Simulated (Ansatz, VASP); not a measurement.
# Si2W: VASP beside Ansatz, part 2 of 2

Wanted: the spread between two codes on one cell, functional and k mesh. The cell is taken from a series of runs on this material, whose earlier steps may have relaxed, scaled, displaced or heated it; both programs get it as it stands.

VASP 6.6.1 and Ansatz 0.2.0.

So far: Starting point; VASP: zone-centre phonons, LDA.

**3. Ansatz: zone-centre phonons, LDA**

Level of this step: Ansatz beside VASP: Kohn-Sham DFT, plane waves, LDA (Ansatz).

Ansatz runs on its PAW soft_1 files.

The same cell, functional (in two slightly different forms), mesh and smearing now go to Ansatz, which takes its cutoff from its data sets.

The input, input.yaml:

```yaml
crystal:
  lattice:
    - [-1.5459664296, 1.5459664296, 3.79557946]
    - [1.5459664296, -1.5459664296, 3.79557946]
    - [1.5459664296, 1.5459664296, -3.79557946]
  atoms:
    - { symbol: Si, position: [0.3334081378, 0.3334081378, 0.0] }
    - { symbol: Si, position: [0.6665918622, 0.6665918622, 0.0] }
    - { symbol: W, position: [0.0, 0.0, 0.0] }
kpoints:
  mp_grid: { grid: [20, 20, 20] }
hamiltonian:
  xc: lda
  pseudopotentials: { kind: paw, azcp: { folder: soft_1 }, xc_functional: pbe }
scf:
  occupations: { method: methfessel_paxton, width: 0.2 }
output:
  eigenvalues: true
phonons:
  method: dfpt
```

Run with:

```bash
$ ansatz run input.yaml --threads 4 --pin off --max-ram 10240MiB --backend cpu --events-out ev --progress --plain --runs-dir out
```

Numbers of over 12 decimals in the logs are rounded to 6 here.

The log of the run:

```text
zone centre: on kpoints.mp_grid the ground state, and the responses unless they are solved on pairs of k-points, stand on 1166 of the mesh's 8000 k-points, reduced under 4 symmetry operations, with k and −k counted as one. Each operation leaves every solved displacement unchanged or reverses it
Engine: ansatz 0.2.0, aarch64-unknown-linux-gnu
Pseudopotentials: kind: paw
Pseudopotential: Si, paw, valence charge 4, recommended cutoff 420 eV (normal), soft_1/Si.paw.azcp
Pseudopotential: W, paw, valence charge 14, recommended cutoff 420 eV (normal), soft_1/W.paw.azcp
Functional definition: SPW92
  exchange = slater_x
  correlation = pw_c
Crystal: 3 atoms, lattice volume = 36.286 Å³
Basis set: ecut = 420 eV, 761 PW (Γ), exchange–correlation on 60×60×60 points (8 copies of the dense FFT grid, shifted against one another)
Bands: 15, of which v1, the nominal top of the filled ones, is band 11 counted from 1 (10 counted from 0)
Symmetry: 16 space group operations
k-points: 1166 of 8000 (irreducible under 4 space group operations, time reversal used)
Non-local potential: Si, projectors of the file, l = 0: 2, l = 1: 2, l = 2: 1
Non-local potential: W, projectors of the file, l = 0: 3, l = 1: 2, l = 2: 2, l = 3: 1
PAW form: soft (Blöchl's): semilocal exchange-correlation on the pseudo side does not see the compensation charge
PAW frozen core: Si, regenerated for the run's functional, and the local potential with it (the file was generated under x = pbe(κ = 0.804, μ = 0.219515), c = pbe(β = 0.066725))
PAW frozen core: W, regenerated for the run's functional, and the local potential with it (the file was generated under x = pbe(κ = 0.804, μ = 0.219515), c = pbe(β = 0.066725))
PAW one-centre angular grid: Si, 110 points (default); XC on 64 Gauss nodes
PAW one-centre angular grid: W, 590 points (default); XC on 64 Gauss nodes
Initial density: superposition of atomic densities (chi_scale 0.1, normalization cell, long waves kept (reshape's long-wave potential 0.00 eV rms))
Initial wavefunctions: pseudopotential atomic-orbital guess
Functional: x = slater, c = lda
SCF iter   1: F=—  HF=-11349.338057 eV  |F-HF|=—  |Δ(HF+E_count)|=         —  Δρ=4.75e-2  dr2=6.82e-1  ethr=3.10e-3  ⟨swp⟩=5.6  Hψ=105474  notcnv=0
preconditioner: auto → Kerker (q_TF=auto, 2.510 Å⁻¹)  [metal: Δε(μ)=0.020 eV  Ē_g=8.973 eV  σ=0.200 eV  W_gap=0.08  n_scr=10 (ndim 8)  ℏωp=23.1 eV  f_vac=0.000  D(μ)=0.22/eV (n_scr^D=0)]
SCF iter   2: F=—  HF=-11349.153263 eV  |F-HF|=—  |Δ(HF+E_count)|=   1.85e-1  S|Δr|=    0.00e0  Δρ=2.64e-2  dr2=1.79e-1  ethr=3.10e-3  ⟨swp⟩=2.0  Hψ=30634  notcnv=0
SCF iter   3: F=—  HF=-11349.086480 eV  |F-HF|=—  |Δ(HF+E_count)|=   6.68e-2  S|Δr|=    0.00e0  Δρ=5.19e-3  dr2=7.52e-3  ethr=8.12e-4  ⟨swp⟩=2.9  Hψ=32027  notcnv=0
SCF iter   4: F=—  HF=-11349.083781 eV  |F-HF|=—  |Δ(HF+E_count)|=   2.70e-3  S|Δr|=    0.00e0  Δρ=4.63e-4  dr2=4.42e-5  ethr=3.42e-5  ⟨swp⟩=2.7  Hψ=25760  notcnv=0
SCF iter   5: F=—  HF=-11349.083769 eV  |F-HF|=—  |Δ(HF+E_count)|=   1.26e-5  S|Δr|=    0.00e0  Δρ=5.93e-5  dr2=1.15e-6  ethr=2.01e-7  ⟨swp⟩=2.6  Hψ=29250  notcnv=0
SCF iter   6: F=—  HF=-11349.083769 eV  |F-HF|=—  |Δ(HF+E_count)|=   7.11e-7  S|Δr|=    0.00e0  Δρ=1.06e-5  dr2=4.87e-8  ethr=5.21e-9  ⟨swp⟩=2.8  Hψ=28426  notcnv=0
SCF iter   7: F=—  HF=-11349.083769 eV  |F-HF|=—  |Δ(HF+E_count)|=   1.28e-8  S|Δr|=    0.00e0  Δρ=1.44e-6  dr2=8.76e-10  ethr=2.21e-10  ⟨swp⟩=2.6  Hψ=27560  notcnv=0
SCF iter   8: F=-11349.083769 eV  HF=-11349.083769 eV  |F-HF|=3.64e-12  |Δ(HF+E_count)|=  2.60e-10  S|Δr|=    0.00e0  Δρ=1.74e-7  dr2=9.91e-12  ethr=1.00e-12  ⟨swp⟩=4.9  Hψ=91854  notcnv=0
the search or the solves at the SCF's close seem to have found levels that the self-consistency loop had missed (the run counts 3). By its estimate they hold under 1e-12 electrons; where the run keeps them, the occupations were computed again with them
SCF 1 converged in 8 iterations: F = -11349.083769 eV  dr2 = 9.91e-12
  greatest PAW one-centre occupation: 0.999 electrons in one spin orbital (limit 2), on the W atom at site 2 (counted from 0), in its partial waves of l = 0
DFPT response loops at Γ: preconditioner auto → Kerker (q_TF=auto, 2.510 Å⁻¹) (partly filled bands, converged f_vac=0.000); β = 1.00, the filter's whole step (`scf.mixing.beta` (0.50) is not read by the response loops under this deck's `scf.mixing.preconditioner`; to damp them name `kerker` or `kerker_dos`, under which they read `scf.mixing.beta`, and type it under 1.00, their step now; both keys bind the ground state too); Broyden in place of MSR1
SCF converged after 8 iterations
Stability not checked: this state was not tested for a lower state beside it, because cold or Methfessel-Paxton smearing, or corrected tetrahedra, fill the levels in a way that the test cannot read (fill_not_monotonic; see scf.lower_state_search)
Free energy (F): -11349.083769 eV
Harris-Foulkes:  -11349.083769 eV  (|F-HF|=3.64e-12)
Internal energy: -11349.083965 eV  (E = F + TS)
E sigma→0 (E₀):  -11349.083818 eV
Entropy (-TS):   0.000196 eV (0.065 meV/atom)
Fermi energy:    18.524814 eV
--- Per-component energies (eV) ---
  E_band       = -44.811642
  E_kinetic    = 525.426250
  E_local      = -819.520713  (includes V_loc(G=0)·N_el)
  E_nonlocal   = 27.726500
  E_hartree    = 366.935677
  E_xc         = -387.288405
  E_vxc        = -339.772800  (∫ρ·V_xc dr)
  E_paw        = -9295.481192  (= ΣΔE_a)
  E_vpaw       = -172.542482  (= ΣTr[D̂ρ^β])
  E_aug_tail   = 0.000217  (compensation charges beyond the density's cutoff)
  E_ewald      = -1767.334209
  E_core_change = 0.451911  (= ΣΔE_core)
  E_smearing   = 0.000196  (= −TS)
  E_closure    = -0.000000  (closes the sum)
  Σ components = -11349.083769   (vs F -11349.083769, Δ=0.00e0)
--- Band table (eV; the first three rows and the last of 1166) ---
  k-point 0: bands = [... 7 lower, 14.8625, 15.3869, 15.3869, 19.2925, 21.1049, 21.9884, 22.0928, 22.0928]
  k-point 1: bands = [... 7 lower, 14.6747, 15.1322, 15.8491, 18.8229, 21.4286, 21.8478, 22.1599, 22.2094]
  k-point 2: bands = [... 7 lower, 14.5173, 14.7744, 16.4070, 17.7659, 21.6307, 22.1772, 22.3431, 22.4464]
  k-point 1165: bands = [... 7 lower, 15.5789, 17.7613, 17.7613, 17.9362, 17.9362, 19.5083, 23.3220, 24.6359]
--- Phonons (Γ-DFPT): 4 representative perturbations + reference, on 1166 of 8000 k-points (Σ response iterations 12) ---
  k mesh reduced under 4 symmetry operations, with k and −k counted as one. Each operation leaves every solved displacement unchanged or reverses it
  ASR residual: 1.007e-4 → 0.000e0 eV/Å²; symmetrization residual: 7.495e-7 eV/Å²
  ASR residual per site (eV/Å²): 6.17e-5 6.17e-5 1.01e-4
  Γ frequencies (cm⁻¹): 0.00 0.00 0.00 310.48 310.48 361.13 398.19 398.19 500.99
  non-analytic LO–TO correction: not included (Born effective charges unavailable; polar crystals: no LO–TO splitting at Γ)
```

**4. Differences**

Known differences besides the potentials themselves: the two LDA forms differ slightly; the data sets hold 22 valence electrons in Ansatz (on its PAW soft_1 files) and 14 in VASP; the cutoff is 420 eV in Ansatz and 600 eV in VASP; VASP's log shows a relativistic correction to its local exchange, Ansatz's none. Total energies have different zeros and are not compared.

Compared:

```csv
quantity,Ansatz,VASP,difference
optical mode 1 to 2 (cm⁻¹),310.5,314.1,-1.14 %
optical mode 3 (cm⁻¹),361.1,365.0,-1.05 %
optical mode 4 to 5 (cm⁻¹),398.2,400.9,-0.68 %
optical mode 6 (cm⁻¹),501.0,504.4,-0.68 %
```

Modes are paired by rising frequency, not by their patterns, so a pair may set unlike modes beside each other; they are those without the splitting of longitudinal modes.

**5. Outcome**

- r.m.s. difference of the optical zone-centre modes, each program's sorted by frequency (zone-centre phonons, LDA): 3.3 cm⁻¹
- difference in optical mode 1 to 2 (zone-centre phonons, LDA): -1.1 %

**Reading.** The r.m.s. difference of the optical zone-centre modes, each program's sorted by frequency is 3.3 cm⁻¹ (zone-centre phonons, LDA). The data sets hold unlike numbers of valence electrons (22 in Ansatz and 14 in VASP), so part of the differences comes from the potentials. Among the rows given in per cent, the largest difference of the zone-centre phonons, LDA pair is in optical mode 1 to 2, -1.1 %. Such differences can come from data sets, numerical settings and the points named under the comparisons, not from the functional's error against experiment.

[Lines on the potential files, build, host, timing and source positions are cut from VASP's logs without a mark.]

[Logs are printed without paths, hosts, clocks, repeated set-up lines and the standing remarks that a program may print on its own settings, such as how far it seeks lower states.]

[Hosts, paths, dates, database ids (printed as entryN), source tags and the programs' standing remarks are cut or masked in the printed files.]
